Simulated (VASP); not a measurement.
# Ga2SnO (P4/nmm) in VASP: single point with r2SCAN

Aim: the single point of Ga2SnO with r2SCAN.

Everything below comes from runs of VASP 6.6.1. Logs are shortened: lines on timing, memory, paths and dates and some standing lists are left out, and cuts for length are marked.

**1. The structure**

Symmetry: P4/nmm, No. 129, tetragonal system. The conventional cell has a = 3.876 Å, b = 3.876 Å, c = 10.384 Å, α = 90.00°, β = 90.00°, γ = 90.00°. Ga (site symmetry 4mm) has 4 O at 2.09 Å as nearest neighbours. Ga (site symmetry 4mm) has 5 Sn at 2.80 to 2.85 Å as nearest neighbours. Sn (site symmetry 4mm) is surrounded by 6 Ga at 2.68 to 2.85 Å. O (site symmetry -4m2) is surrounded by 4 Ga at 2.09 Å.

The cell was built by a generator and needn't be a form met in nature.

**2. Single point, r2SCAN**

Contents of INCAR:

```
SYSTEM = Ga2SnO
  ALGO = Normal
  EDIFF = 1E-6
  ENCUT = 520
  ISIF = 2
  ISMEAR = 0
  KPAR = 4
  LASPH = .TRUE.
  LCHARG = .FALSE.
  LMIXTAU = .TRUE.
  LREAL = .FALSE.
  LWAVE = .FALSE.
  METAGGA = R2SCAN
  NBANDS = 56
  NELM = 150
  PREC = Accurate
  SIGMA = 0.1
```

Contents of KPOINTS:

```
k-points
0
G
  8 8 4
  0 0 0
```

Contents of POSCAR:

```
Ga2SnO
1.0
    3.8764600000      0.0000000000      0.0000000000
    0.0000000000      3.8764600000      0.0000000000
    0.0000000000      0.0000000000     10.3842800000
Ga Sn O
4 2 2
Direct
    0.0000000000      0.5000000000      0.5765200000
    0.5000000000      0.0000000000      0.4234800000
    0.5000000000      0.0000000000      0.8903250000
    0.0000000000      0.5000000000      0.1096750000
    0.0000000000      0.5000000000      0.8348240000
    0.5000000000      0.0000000000      0.1651760000
    0.0000000000      0.0000000000      0.5000000000
    0.5000000000      0.5000000000      0.5000000000
```

Potentials or basis: VASP PAW PBE potentials, release 64 (Ga_d, Sn_d, O).

Command:

```console
$ cat potpaw_PBE.64/Ga_d/POTCAR potpaw_PBE.64/Sn_d/POTCAR potpaw_PBE.64/O/POTCAR > POTCAR
$ mpirun -np 4 vasp_std > vasp.out
```

OUTCAR:

```text
SYSTEM = Ga2SnO
   EDIFF = 1E-6
   ENCUT = 520
   ISIF = 2
   ISMEAR = 0
   LASPH = .TRUE.
   LREAL = .FALSE.
   METAGGA = R2SCAN
   NELM = 150
   PREC = Accurate

 ion  position               nearest neighbor table
   1  0.000  0.500  0.577-   7 2.09   8 2.09   7 2.09   8 2.09   5 2.68
   2  0.500  0.000  0.423-   7 2.09   8 2.09   8 2.09   7 2.09   6 2.68
   3  0.500  0.000  0.890-   5 2.80   5 2.80   5 2.80   5 2.80   6 2.85
   4  0.000  0.500  0.110-   6 2.80   6 2.80   6 2.80   6 2.80   5 2.85
   5  0.000  0.500  0.835-   1 2.68   3 2.80   3 2.80   3 2.80   3 2.80   4 2.85
   6  0.500  0.000  0.165-   2 2.68   4 2.80   4 2.80   4 2.80   4 2.80   3 2.85
   7  0.000  0.000  0.500-   1 2.09   2 2.09   1 2.09   2 2.09
   8  0.500  0.500  0.500-   1 2.09   2 2.09   2 2.09   1 2.09

  LATTYP: Found a simple tetragonal cell.
 ALAT       =     3.8764600000
 C/A-ratio  =     2.6788048890

  Lattice vectors:

 A1 = (   3.8764600000,   0.0000000000,   0.0000000000)
 A2 = (   0.0000000000,   3.8764600000,   0.0000000000)
 A3 = (   0.0000000000,   0.0000000000,  10.3842800000)

Analysis of symmetry for initial positions (statically):
=====================================================================
 Subroutine PRICEL returns:
 Original cell was already a primitive cell.

 Routine SETGRP: Setting up the symmetry group for a
 simple tetragonal supercell.

 Subroutine GETGRP returns: Found 16 space group operations
 (whereof  8 operations were pure point group operations)
 out of a pool of 16 trial point group operations.

The static configuration has the point symmetry D_2d.
 The point group associated with its full space group is D_4h.

Analysis of symmetry for dynamics (positions and initial velocities):
=====================================================================
 Subroutine PRICEL returns:
 Original cell was already a primitive cell.

 Routine SETGRP: Setting up the symmetry group for a
 simple tetragonal supercell.

 Subroutine GETGRP returns: Found 16 space group operations
 (whereof  8 operations were pure point group operations)
 out of a pool of 16 trial point group operations.

The dynamic configuration has the point symmetry D_2d.
 The point group associated with its full space group is D_4h.

 Subroutine INISYM returns: Found 16 space group operations
 (whereof  8 operations are pure point group operations),
 and found     1 'primitive' translations

----------------------------------------------------------------------------------------

                                     Primitive cell

  volume of cell :     156.0440

  direct lattice vectors                    reciprocal lattice vectors
     3.876460000  0.000000000  0.000000000     0.257967321  0.000000000  0.000000000
     0.000000000  3.876460000  0.000000000     0.000000000  0.257967321  0.000000000
     0.000000000  0.000000000 10.384280000     0.000000000  0.000000000  0.096299406

  length of vectors
     3.876460000  3.876460000 10.384280000     0.257967321  0.257967321  0.096299406

  position of ions in fractional coordinates (direct lattice)
     0.000000000  0.500000000  0.576520000
     0.500000000  0.000000000  0.423480000
     0.500000000  0.000000000  0.890325000
     0.000000000  0.500000000  0.109675000
     0.000000000  0.500000000  0.834824000
     0.500000000  0.000000000  0.165176000
     0.000000000  0.000000000  0.500000000
     0.500000000  0.500000000  0.500000000

  ion indices of the primitive-cell ions
   primitive index   ion index
                 1           1
                 2           2
                 3           3
                 4           4
                 5           5
                 6           6
                 7           7
                 8           8

----------------------------------------------------------------------------------------

 KPOINTS: k-points

Automatic generation of k-mesh.
 Grid dimensions read from file:
 generate k-points for:    8    8    4

 Generating k-lattice:

  Cartesian coordinates                     Fractional coordinates (reciprocal lattice)
     0.032245915  0.000000000  0.000000000     0.125000000  0.000000000  0.000000000
     0.000000000  0.032245915  0.000000000     0.000000000  0.125000000  0.000000000
     0.000000000  0.000000000  0.024074852     0.000000000  0.000000000  0.250000000

  Length of vectors
     0.032245915  0.032245915  0.024074852

  Shift w.r.t. Gamma in fractional coordinates (k-lattice)
     0.000000000  0.000000000  0.000000000

 Subroutine IBZKPT returns following result:
 ===========================================

 Found     45 irreducible k-points:

 Following reciprocal coordinates:
            Coordinates               Weight
  0.000000  0.000000  0.000000      1.000000
  0.125000  0.000000  0.000000      4.000000
  0.250000  0.000000  0.000000      4.000000
  0.375000  0.000000  0.000000      4.000000
  0.500000  0.000000  0.000000      2.000000
  0.125000  0.125000  0.000000      4.000000
[... 16 lines left out ...]
  0.375000  0.125000  0.250000     16.000000
  0.500000  0.125000  0.250000      8.000000
 [... further k-points ...]
   k-points           NKPTS =     45   k-points in BZ     NKDIM =     45   number of bands    NBANDS=     56
   number of dos      NEDOS =    301   number of ions     NIONS =      8
   total plane-waves  NPLWV =  72000
   dimension x,y,z NGX =    30 NGY =   30 NGZ =   80
   dimension x,y,z NGXF=    60 NGYF=   60 NGZF=  160
   ions per type =               4   2   2
   NGX,Y,Z   is equivalent  to a cutoff of  12.87, 12.87, 12.81 a.u.
   NGXF,Y,Z  is equivalent  to a cutoff of  25.73, 25.73, 25.62 a.u.
 SYSTEM =  Ga2SnO
   PREC   = accura    normal or accurate (medium, high low for compatibility)
   ISTART =      0    job   : 0-new  1-cont  2-samecut
   ICHARG =      2    charge: 1-file 2-atom 10-const
   ISPIN  =      1    spin polarized calculation?
   LNONCOLLINEAR =      F non collinear calculations
   LSORBIT =      F    spin-orbit coupling
   LASPH  =      T    aspherical Exc in radial PAW
   ENCUT  =  520.0 eV  38.22 Ry    6.18 a.u.   7.21  7.21 19.31*2*pi/ulx,y,z
   NELM   =    150;   NELMIN=  2; NELMDL= -5     # of ELM steps
   EDIFF  = 0.1E-05   stopping-criterion for ELM
   LREAL  =      F    real-space projection
   EDIFFG = 0.1E-04   stopping-criterion for IOM
   NSW    =      0    number of steps for IOM
   IBRION =     -1    ionic relax: 0-MD 1-quasi-New 2-CG
   NFREE  =      0    steps in history (QN), initial steepest desc. (CG)
   ISIF   =      2    stress and relaxation
   ISYM   =      2    0-nonsym 1-usesym 2-fastsym
   POTIM  = 0.5000    time-step for ionic-motion
   TEBEG  =    0.0;   TEEND  =   0.0 temperature during run
   PSTRESS=    0.0 pullay stress
   NELECT =      92.0000    total number of electrons
   NUPDOWN=      -1.0000    fix difference up-down
   EMIN   =  10.00;   EMAX   =-10.00  energy-range for DOS
   EFERMI =   0.00;   METHOD = LEGACY
   ISMEAR =     0;   SIGMA  =   0.10  broadening in eV -4-tet -1-fermi 0-gaus
   EFERMI_NEDOS =   21; number of points for ismear=-14 and -15
   IALGO  =     38    algorithm
   IMIX   =      4    mixing-type and parameters
     AMIX     =   0.40;   BMIX     =  1.00
     AMIX_MAG =   1.60;   BMIX_MAG =  1.00
  volume/ion in A,a.u.               =      19.51       131.63
  Fermi-wavevector in a.u.,A,eV,Ry     =   1.372740  2.594103 25.639042  1.884416
  Thomas-Fermi vector in A             =   2.498320
   LORBIT       =      0    0 simple, 1 ext, 2 COOP (PROOUT), +10 PAW based schemes
   METAGGA = R2SCAN    functional components
   LHFCALC =     F    Hartree Fock is set to
   AEXX    =    0.0000 exact exchange contribution
   IVDW    =     0    specifies the selected vdW correction
   LEPSILON=     F    determine dielectric tensor
   LRPA    =     F    only Hartree local field effects (RPA)
 non-spin polarized calculation
 Gauss-broadening in eV      SIGMA  =   0.10
  energy-cutoff  :      520.00
  volume of cell :      156.04
 maximum number of plane-waves:      4238
 NGX is ok and might be reduce to    30
   NGX = 15   NGY = 15   NGZ = 39

 number of electron      91.9999999 magnetization

 Free energy of the ion-electron system (eV)
  ---------------------------------------------------
  ext. energy  EPLUGINS =         0.00000000
  ---------------------------------------------------
  free energy    TOTEN  =      -112.52705636 eV

  energy without entropy =     -112.51131833  energy(sigma->0) =     -112.51918734

 E-fermi :   5.6869     XC(G=0): -11.0092

 val. band max:        5.6829138984   @ k =   0.5000   0.1250   0.2500
 cond. band min:       5.6963782810   @ k =   0.5000   0.1250   0.0000
 fundamental gap:      0.0134643826
 Fermi energy:         5.6868639427

 k-point     1 :       0.0000    0.0000    0.0000
  band No.  band energies     occupation
      1     -16.4468      2.00000
      2     -16.4467      2.00000
      3     -16.4383      2.00000
      4     -16.4356      2.00000
      5     -16.4307      2.00000
      6     -16.4280      2.00000
[... 48 lines left out ...]
     55      11.7131      0.00000
     56      11.7132      0.00000

 k-point     2 :       0.1250    0.0000    0.0000
  band No.  band energies     occupation
      1     -16.4448      2.00000
      2     -16.4445      2.00000
      3     -16.4395      2.00000
      4     -16.4370      2.00000
      5     -16.4250      2.00000
      6     -16.4224      2.00000
[... 48 lines left out ...]
     55      11.7550      0.00000
     56      11.8778      0.00000
[... 1237 lines left out ...]
     55      11.1806      0.00000
     56      11.4981      0.00000

 k-point    24 :       0.5000    0.1250    0.2500
  band No.  band energies     occupation
      1     -16.4498      2.00000
      2     -16.4498      2.00000
      3     -16.4344      2.00000
      4     -16.4344      2.00000
      5     -16.3881      2.00000
      6     -16.3881      2.00000
[... 48 lines left out ...]
     55      11.6586      0.00000
     56      11.6586      0.00000

 [... further k-points ...]

------------------------ aborting loop because EDIFF is reached ----------------------------------------

  FORCE on cell =-STRESS in cart. coord.  units (eV):
  Direction    XX          YY          ZZ          XY          YZ          ZX
  --------------------------------------------------------------------------------------
  -------------------------------------------------------------------------------------
  Total       -3.5390355     -3.5390355     -3.1018833      0.0000000      0.0000000     -0.0000000
  in kB      -36.3369522    -36.3369522    -31.8485034      0.0000000      0.0000000     -0.0000000
  external PRESSURE =     -34.8408026 kB  Pullay stress =       0.0000000 kB

 VOLUME and BASIS-vectors are now :
 -----------------------------------------------------------------------------
  energy-cutoff  :      520.00
  volume of cell :      156.04
      direct lattice vectors                 reciprocal lattice vectors
     3.876460000  0.000000000  0.000000000     0.257967321  0.000000000  0.000000000
     0.000000000  3.876460000  0.000000000     0.000000000  0.257967321  0.000000000
     0.000000000  0.000000000 10.384280000     0.000000000  0.000000000  0.096299406

 POSITION                                       TOTAL-FORCE (eV/Angst)
 -----------------------------------------------------------------------------------
      0.00000      1.93823      5.98675        -0.000000      0.000000     -0.201416
      1.93823      0.00000      4.39753        -0.000000     -0.000000      0.201416
      1.93823      0.00000      9.24538        -0.000000      0.000000     -0.035174
      0.00000      1.93823      1.13890         0.000000     -0.000000      0.035174
      0.00000      1.93823      8.66905         0.000000      0.000000      0.014301
      1.93823      0.00000      1.71523         0.000000      0.000000     -0.014301
      0.00000      0.00000      5.19214        -0.000000     -0.000000      0.000000
      1.93823      1.93823      5.19214        -0.000000      0.000000      0.000000
 -----------------------------------------------------------------------------------
    total drift:                                0.000000     -0.000000      0.000000

  FREE ENERGIE OF THE ION-ELECTRON SYSTEM (eV)
  ---------------------------------------------------
  free  energy   TOTEN  =      -112.5270563607 eV

  energy  without entropy=     -112.5113183267  energy(sigma->0) =     -112.51918734
```

Run time: 4.9 min. Hardware: 4 MPI ranks of Intel Xeon 6975P-C (Granite Rapids), shared host; peak memory 0.49 GiB.

What came out:

* Free energy: -112.5271 eV
* Pressure: -3.5 GPa
* Largest force: 0.201 eV/Å
* Band gap on the k mesh: none (metal or under the smearing width)

Forces on the atoms (eV/Å):
```
Ga   0.000  0.000 -0.201
Ga   0.000  0.000  0.201
Ga   0.000  0.000 -0.035
Ga   0.000  0.000  0.035
Sn   0.000  0.000  0.014
Sn   0.000  0.000 -0.014
O    0.000  0.000  0.000
O    0.000  0.000  0.000
```

Stress tensor (GPa, compression positive):
```
-3.63  0.00  0.00
 0.00 -3.63  0.00
 0.00  0.00 -3.18
```

Caveat: the PAW data sets were made with another functional, which shifts forces and pressure a little.
